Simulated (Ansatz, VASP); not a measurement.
# Cross-check of KZnCl3 between VASP and Ansatz

Wanted: the spread between two codes on one cell, functional and k mesh. The two relaxations start from unlike cells of this crystal (the structure described is Ansatz's start), so only their ends are compared.

Program: Ansatz 0.2.0. Level of theory: plane waves, with VASP 6.6.1 beside it; relaxation of cell and atoms at revPBE. Results are calculated unless marked as measured.

The structure was built from a prototype and need not be the compound's stable phase.

## (1) The structure

Symmetry: Cmmm, No. 65, orthorhombic system. The conventional cell has a = 7.578 Å, b = 7.676 Å, c = 5.384 Å, α = 90.00°, β = 90.00°, γ = 90.00°. Nearest to Zn lie 6 Cl at 2.69 to 2.70 Å. Nearest to K lie 12 Cl at 3.79 to 3.84 Å. Nearest to Cl lie 2 Zn at 2.70 Å and 4 K at 3.81 Å. Nearest to Cl lie 2 Zn at 2.69 Å and 4 K at 3.79 to 3.84 Å. As first built, before any earlier steps moved the atoms (in the runner's words): all F replaced by Cl and Hg replaced by Zn in the Cmmm structure of KHgF3. Farther neighbours and most contacts between anions are not listed.

Coordinates:

```cif
data_structure
_symmetry_space_group_name_H-M 'Cmmm'
_symmetry_Int_Tables_number 65
_cell_length_a 7.5785
_cell_length_b 7.6762
_cell_length_c 5.3844
_cell_angle_alpha 90.000
_cell_angle_beta 90.000
_cell_angle_gamma 90.000
_cell_volume 313.23
loop_
_atom_site_label
_atom_site_type_symbol
_atom_site_symmetry_multiplicity
_atom_site_Wyckoff_symbol
_atom_site_fract_x
_atom_site_fract_y
_atom_site_fract_z
_atom_site_occupancy
Zn1 Zn 2 b 0.50000 0.00000 0.00000 1
K1 K 2 d 0.00000 0.00000 0.50000 1
Cl1 Cl 4 e 0.25000 0.25000 0.00000 1
Cl2 Cl 2 c 0.50000 0.00000 0.50000 1
```

## (2) Ansatz: relaxation of cell and atoms, revPBE

Ansatz runs on its default PAW (the set named soft_2) files.

The relaxed volume is the usual yardstick between codes: in a stiff, nearly cubic crystal its relative difference is about their pressure difference at one cell divided by the bulk modulus.

File input.yaml:

```yaml
crystal:
  lattice:
    - [3.78922925, -3.83812253, 0.0]
    - [3.78922925, 3.83812253, 0.0]
    - [0.0, 0.0, 5.38437253]
  atoms:
    - { symbol: Zn, position: [0.5, 0.5, 0.0] }
    - { symbol: K, position: [0.0, 0.0, 0.5] }
    - { symbol: Cl, position: [0.0, 0.5, 0.0] }
    - { symbol: Cl, position: [0.5, 0.0, 0.0] }
    - { symbol: Cl, position: [0.5, 0.5, 0.5] }
kpoints:
  mp_grid: { grid: [4, 4, 4] }
scf:
  occupations: { method: fermi_dirac, width: 0.05 }
hamiltonian:
  xc: revpbe
output:
  forces: true
  stress: true
relax:
  f_tol: 0.02
  max_steps: 50
  cell: {}
```

Started as:

```
$ ansatz run input.yaml --threads 1 --pin off --max-ram 4096MiB --backend cpu --events-out ev --progress --plain --runs-dir out
```

Numbers of over 12 decimals in the logs are rounded to 6 here.

What it wrote:

```text
Engine: ansatz 0.2.0, aarch64-unknown-linux-gnu
Pseudopotentials: kind: paw
Pseudopotential: Zn, paw, valence charge 12, recommended cutoff 420 eV (normal), Zn.paw.azcp
Pseudopotential: K, paw, valence charge 9, recommended cutoff 420 eV (normal), K.paw.azcp
Pseudopotential: Cl, paw, valence charge 7, recommended cutoff 420 eV (normal), Cl.paw.azcp
Functional definition: revPBE
  parameter kappa = 1.245
  parameter beta = 0.066725
  exchange = pbe_x(kappa = kappa, mu = beta*pi^2/3)
  correlation = pbe_c(beta = beta)
Crystal: 5 atoms, lattice volume = 156.616 Å³
Basis set: ecut = 420 eV, 3021 PW (Γ), exchange–correlation on 80×80×72 points (8 copies of the dense FFT grid, shifted against one another)
Bands: 26, of which v1, the nominal top of the filled ones, is band 21 counted from 1 (20 counted from 0)
Symmetry: 8 space group operations
Space group: Cmmm (ITA 65), of the structure as read, at distance tolerance 5.4e-5 Å
k-points: 21 of 64
Non-local potential: Zn, projectors of the file, l = 0: 2, l = 1: 2, l = 2: 3, l = 3: 1
Non-local potential: K, projectors of the file, l = 0: 3, l = 1: 2, l = 2: 2
Non-local potential: Cl, projectors of the file, l = 0: 2, l = 1: 2, l = 2: 2
PAW form: soft (Blöchl's): semilocal exchange-correlation on the pseudo side does not see the compensation charge
PAW frozen core: Zn, regenerated for the run's functional, and the local potential with it (the file was generated under x = pbe(κ = 0.804, μ = 0.219515), c = pbe(β = 0.066725))
PAW frozen core: K, regenerated for the run's functional, and the local potential with it (the file was generated under x = pbe(κ = 0.804, μ = 0.219515), c = pbe(β = 0.066725))
PAW frozen core: Cl, regenerated for the run's functional, and the local potential with it (the file was generated under x = pbe(κ = 0.804, μ = 0.219515), c = pbe(β = 0.066725))
PAW one-centre angular grid: Zn, 590 points (default); XC on 64 Gauss nodes
PAW one-centre angular grid: K, 110 points (default); XC on 64 Gauss nodes
PAW one-centre angular grid: Cl, 110 points (default); XC on 64 Gauss nodes
Initial density: superposition of atomic densities (neutral atoms: chi_scale 0, normalization atom), corrected by the library's trained network
Initial wavefunctions: pseudopotential atomic-orbital guess
Functional: x = revpbe(κ = 1.245, μ = 0.219515), c = pbe(β = 0.066725)
SCF iter   1: F=—  HF=-8116.941472 eV  |F-HF|=—  |Δ(HF+E_count)|=         —  Δρ=3.35e-3  dr2=1.41e-2  ethr=1.77e-3  ⟨swp⟩=8.8  Hψ=2722  notcnv=0
preconditioner: auto → Resta (q_TF=auto, 2.191 Å⁻¹)  ε∞=3.4  [insulator: Δε(μ)=0.853 eV  Ē_g=12.207 eV  σ=0.050 eV  W_gap=1.00  n_scr=26 (ndim 8)  ℏωp=18.8 eV  f_vac=0.120  D(μ)=0.00/eV (n_scr^D=0)  ε∞_Penn≈3.4]
SCF iter   2: F=—  HF=-8116.937827 eV  |F-HF|=—  |Δ(HF+E_count)|=   3.64e-3  Δρ=1.16e-3  dr2=2.16e-3  ethr=3.36e-5  ⟨swp⟩=2.3  Hψ=978  notcnv=0  defer=1
SCF iter   3: F=—  HF=-8116.937597 eV  |F-HF|=—  |Δ(HF+E_count)|=   2.31e-4  Δρ=8.59e-4  dr2=6.37e-4  ethr=5.13e-6  ⟨swp⟩=2.0  Hψ=725  notcnv=0  defer=2
SCF iter   4: F=—  HF=-8116.937465 eV  |F-HF|=—  |Δ(HF+E_count)|=   1.32e-4  Δρ=1.84e-4  dr2=4.95e-5  ethr=1.52e-6  ⟨swp⟩=2.0  Hψ=631  notcnv=0  defer=1
SCF iter   5: F=—  HF=-8116.937488 eV  |F-HF|=—  |Δ(HF+E_count)|=   2.33e-5  Δρ=5.24e-5  dr2=5.16e-6  ethr=1.18e-7  ⟨swp⟩=2.5  Hψ=851  notcnv=0  defer=1
SCF iter   6: F=—  HF=-8116.937497 eV  |F-HF|=—  |Δ(HF+E_count)|=   8.46e-6  Δρ=1.18e-5  dr2=2.52e-7  ethr=1.23e-8  ⟨swp⟩=2.0  Hψ=946  notcnv=0  defer=1
SCF iter   7: F=-8116.937497 eV  HF=-8116.937497 eV  |F-HF|=2.36e-8  |Δ(HF+E_count)|=   1.42e-7  Δρ=3.81e-6  dr2=3.22e-8  ethr=2.38e-10  ⟨swp⟩=4.0  Hψ=1868  notcnv=0
SCF 1 converged in 7 iterations: F = -8116.937497 eV  dr2 = 3.22e-8
  greatest PAW one-centre occupation: 0.988 electrons in one spin orbital (limit 2), on the Zn atom at site 0 (counted from 0), in its partial waves of l = 2
relax step   1: F+E_penalty+E_count = -8116.93749705 eV  Δ(F+E_penalty+E_count) = +0.000e0 eV  max|allowed force component| = 1.010e-29 eV/Å  Δτ_max = 0.0000 Å  P = -3.776 GPa  Ω = 156.616 Å³  (7 SCF iters, dr2 threshold 1.00e-7 eV, accepted)
[...]
relax step   3: F+E_penalty+E_count = -8117.32064947 eV  Δ(F+E_penalty+E_count) = -1.007e-1 eV  max|allowed force component| = 9.861e-30 eV/Å  Δτ_max = 0.0000 Å  P = +1.289 GPa  Ω = 123.872 Å³  energy of the carried Pulay correction = +4.220e-3 eV  (7 SCF iters, dr2 threshold 5.00e-7 eV, accepted)
[...]
relax step   4: F+E_penalty+E_count = -8117.33856297 eV  Δ(F+E_penalty+E_count) = -1.791e-2 eV  max|allowed force component| = 9.466e-30 eV/Å  Δτ_max = 0.0000 Å  P = -0.120 GPa  Ω = 129.236 Å³  energy of the carried Pulay correction = +3.462e-3 eV  (6 SCF iters, dr2 threshold 5.00e-7 eV, accepted)
[...]
relax step   5: F+E_penalty+E_count = -8117.33882194 eV  Δ(F+E_penalty+E_count) = -2.590e-4 eV  max|allowed force component| = 9.782e-30 eV/Å  Δτ_max = 0.0000 Å  P = -0.004 GPa  Ω = 128.747 Å³  energy of the carried Pulay correction = +3.530e-3 eV  (5 SCF iters, dr2 threshold 4.05e-8 eV, accepted)
[...]
relax step   6: F+E_penalty+E_count = -8117.33546825 eV  Δ(F+E_penalty+E_count) = +3.354e-3 eV  max|allowed force component| = 2.067e-29 eV/Å  Δτ_max = 0.0000 Å  P = -0.009 GPa  Ω = 128.747 Å³  stress off target by 1.10e-2 GPa  SCF on the basis re-selected at this cell (its energy is not comparable with the rows above)  (6 SCF iters)
basis re-selected at this cell: Δ(F+E_penalty+E_count) = +3.354e-3 eV, ΔP = -0.005 GPa vs the last step (what re-selecting the basis moved, of the pressure what is left beyond the Pulay correction that the steps carried, after the strain that the cell walked since its last selection, with what the two solves' SCF thresholds leave and, on support functions, any second-order correction that the steps lacked; it is no measure of the basis error at this ecutwfc). The dense FFT grid was sized anew with the basis: this SCF ran on 36×36×36 points, the steps before it on 40×40×36, so part of this shift can come from that change (see relax.cell in the input reference). [rest of the remark cut]
SCF converged after 6 iterations
Free energy (F): -8117.335468 eV
Harris-Foulkes:  -8117.335468 eV  (|F-HF|=3.91e-11)
Internal energy: -8117.335468 eV  (E = F + TS)
E sigma→0 (E₀):  -8117.335468 eV
Entropy (-TS):   -0.000000 eV (-0.000 meV/atom)
Fermi energy:    3.048968 eV
--- Per-component energies (eV) ---
  E_band       = -184.628356
  E_kinetic    = 867.009529
  E_local      = -3478.789502  (includes V_loc(G=0)·N_el)
  E_nonlocal   = 715.962188
  E_hartree    = 1358.531389
  E_xc         = -593.800946
  E_vxc        = -580.800360  (∫ρ·V_xc dr)
  E_paw        = -4607.022610  (= ΣΔE_a)
  E_vpaw       = -425.072795  (= ΣTr[D̂ρ^β])
  E_aug_tail   = -0.000104  (compensation charges beyond the density's cutoff)
  E_ewald      = -2379.038961
  E_core_change = -0.186451  (= ΣΔE_core)
  E_smearing   = -0.000000  (= −TS)
  E_closure    = -0.000000  (closes the sum)
  Σ components = -8117.335468   (vs F -8117.335468, Δ=0.00e0)
--- Forces (eV/Å), atoms counted from 1 ---
  atom   1  Zn     0.00000000    -0.00000000     0.00000000
  atom   2  K      0.00000000    -0.00000000     0.00000000
  atom   3  Cl     0.00000000     0.00000000     0.00000000
  atom   4  Cl     0.00000000     0.00000000     0.00000000
  atom   5  Cl    -0.00000000     0.00000000     0.00000000
  max |Σ_I F_I| component: 2.29e-29 eV/Å
--- Stress (GPa, compression-positive) ---
       -0.011036       0.000000      -0.000000
        0.000000      -0.010352      -0.000000
       -0.000000      -0.000000      -0.006926
  P = ⅓ Tr σ = -0.0094 GPa (-0.094 kbar)
--- Relaxed structure (5 steps of the walk, 5 accepted, 1 SCFs on fresh bases) ---
  F+E_penalty+E_count = -8117.33546825 eV   max|allowed force component| = 2.067e-29 eV/Å   (the final SCF, on the basis selected at the relaxed cell)
  cell:  # Å, volume = 128.7470 Å³
    - [3.570735, -3.570664, 0.0]
    - [3.570735, 3.570664, 0.0]
    - [0.0, 0.0, 5.048945]
  atoms:
    - { symbol: Zn, position: [0.5, 0.5, 0.0] }
    - { symbol: K, position: [0, 0, 0.500000] }
    - { symbol: Cl, position: [5.551115123125783e-17, 0.500000, 0.0] }
    - { symbol: Cl, position: [0.500000, 5.551115123125783e-17, 0.0] }
    - { symbol: Cl, position: [0.5, 0.5, 0.500000] }
```

In the SCF lines HF is the Harris–Foulkes energy and dr2 the Hartree energy of the density residual, in eV; the loop may stop once dr2 is under the threshold and the program's other checks hold. Hψ counts applications of the Hamiltonian.

## (3) VASP: relaxation of cell and atoms, revPBE

Its own start cell and the same functional, mesh and smearing now go to VASP, with its own data sets.

Lines of VASP's logs that name or quote its potential files are left out, and so is its time.

File INCAR:

```
SYSTEM = KZnCl3
PREC = Accurate
ENCUT = 500
EDIFF = 1E-07
NELM = 120
ISMEAR = -1
SIGMA = 0.05
LREAL = .FALSE.
ALGO = Normal
GGA = RE
NBANDS = 27
LORBIT = 11
LWAVE = .FALSE.
LCHARG = .FALSE.
ISIF = 3
IBRION = 2
NSW = 80
EDIFFG = -0.005
LASPH = .TRUE.
GGA_COMPAT = .FALSE.
NELMIN = 4
EFERMI = MIDGAP
KPAR = 2
```

File POSCAR:

```
KZnCl3
1.0
    3.5709354215     -3.5708427166      0.0000000000
    3.5709354215      3.5708427166      0.0000000000
    0.0000000000      0.0000000000      5.0484470811
Zn K Cl
1 1 3
Direct
    0.5000000000      0.5000000000      0.0000000000
    0.0000000000      0.0000000000      0.4999999071
    0.0000001311      0.5000000008      0.0000000000
    0.5000000008      0.0000001311      0.0000000000
    0.5000000000      0.5000000000      0.4999999071
```

File KPOINTS:

```
Automatic mesh
0
Gamma
4 4 4
0 0 0
```

Potentials, in the order of the species: Zn, K_sv and Cl (PBE family, release 64).

Started as:

```
$ mpirun -np 2 vasp_std
```

What it wrote:

```text
[banner, memory and clock lines left out]
running    2 mpi-ranks, on    1 nodes
 distrk:  each k-point on    1 cores,    2 groups
 distr:  one band on    1 cores,    1 groups

 POSCAR found type information on POSCAR ZnK Cl
 POSCAR found :  3 types and       5 ions
|                                                                             |
|               ----> ADVICE to this user running VASP <----                  |
|                                                                             |
|     You enforced a specific xc type in the INCAR file but a different       |
|     [... a line on the potential file left out ...]
|     I HOPE YOU KNOW WHAT YOU ARE DOING!                                     |
|                                                                             |

 LDA part: xc-table for (Slater+PW92), standard interpolation
 POSCAR, INCAR and KPOINTS ok, starting setup
 FFT: planning ... GRIDC
 FFT: planning ... GRID_SOFT
 FFT: planning ... GRID
 WAVECAR not read
 entering main loop
       N       E                     dE             d eps       ncg     rms          rms(c)
DAV:   1     0.357594117076E+03    0.35759E+03   -0.19170E+04  1134   0.148E+03
DAV:   2     0.218246144949E+02   -0.33577E+03   -0.32500E+03  1342   0.362E+02
DAV:   3    -0.132645374272E+02   -0.35089E+02   -0.34966E+02  1517   0.119E+02
DAV:   4    -0.145833925346E+02   -0.13189E+01   -0.13164E+01  1745   0.190E+01
DAV:   5    -0.146093271495E+02   -0.25935E-01   -0.25926E-01  1699   0.226E+00    0.644E+00
DAV:   6    -0.136279522859E+02    0.98137E+00   -0.16948E+00  1691   0.381E+01    0.506E+00
DAV:   7    -0.135623486949E+02    0.65604E-01   -0.15775E+00  1523   0.737E+00    0.278E+00
DAV:   8    -0.135668311034E+02   -0.44824E-02   -0.20635E-01  1488   0.496E+00    0.775E-01
DAV:   9    -0.135662222120E+02    0.60889E-03   -0.35598E-02  1570   0.344E+00    0.151E-01
DAV:  10    -0.135668741871E+02   -0.65198E-03   -0.59953E-03  1438   0.899E-01    0.828E-02
DAV:  11    -0.135672809515E+02   -0.40676E-03   -0.10410E-03  1383   0.252E-01    0.487E-02
DAV:  12    -0.135672464435E+02    0.34508E-04   -0.38347E-04  1654   0.266E-01    0.939E-03
DAV:  13    -0.135672546828E+02   -0.82392E-05   -0.39507E-05  1263   0.550E-02    0.488E-03
DAV:  14    -0.135672547623E+02   -0.79574E-07   -0.36369E-06  1564   0.144E-02    0.206E-03
DAV:  15    -0.135672549147E+02   -0.15238E-06   -0.82489E-07  1410   0.152E-02    0.789E-04
DAV:  16    -0.135672550088E+02   -0.94035E-07   -0.11038E-07  1100   0.524E-03
   1 F= -.13567255E+02 E0= -.13567255E+02  d E =-.135673E+02
 curvature:   0.00 expect dE= 0.000E+00 dE for cont linesearch  0.000E+00
 trial: gam= 0.00000 g(F)=  0.968E-41 g(S)=  0.159E-04 ort = 0.000E+00 (trialstep = 0.100E+01)
 search vector abs. value=  0.159E-04
 bond charge predicted
       N       E                     dE             d eps       ncg     rms          rms(c)
DAV:   1    -0.135674118790E+02   -0.15696E-03   -0.28596E-03  1410   0.568E-01    0.851E-02
DAV:   2    -0.135672834530E+02    0.12843E-03   -0.36882E-04  1398   0.267E-01    0.316E-02
DAV:   3    -0.135672620650E+02    0.21388E-04   -0.60541E-05  1589   0.506E-02    0.175E-02
DAV:   4    -0.135672626440E+02   -0.57900E-06   -0.44412E-06  1803   0.118E-02    0.910E-03
DAV:   5    -0.135672643031E+02   -0.16591E-05   -0.53694E-07  1742   0.772E-03    0.236E-03
DAV:   6    -0.135672649943E+02   -0.69127E-06   -0.29517E-07  1426   0.360E-03    0.530E-04
DAV:   7    -0.135672649836E+02    0.10784E-07   -0.23694E-08   729   0.120E-03
   2 F= -.13567265E+02 E0= -.13567265E+02  d E =-.997481E-05
 trial-energy change:   -0.000010  1 .order   -0.000010   -0.000016   -0.000005
 step:   1.4124(harm=  1.4124)  dis= 0.00000  next Energy=   -13.567266 (dE=-0.112E-04)
 reached required accuracy - stopping structural energy minimisation
```

(Continued in part 2 of 2.)

[Lines on the potential files, build, host, timing and source positions are cut from VASP's logs without a mark.]

[Logs are printed without paths, hosts, clocks, repeated set-up lines and the standing remarks that a program may print on its own settings, such as how far it seeks lower states.]

[Hosts, paths, dates, database ids (printed as entryN), source tags and the programs' standing remarks are cut or masked in the printed files.]
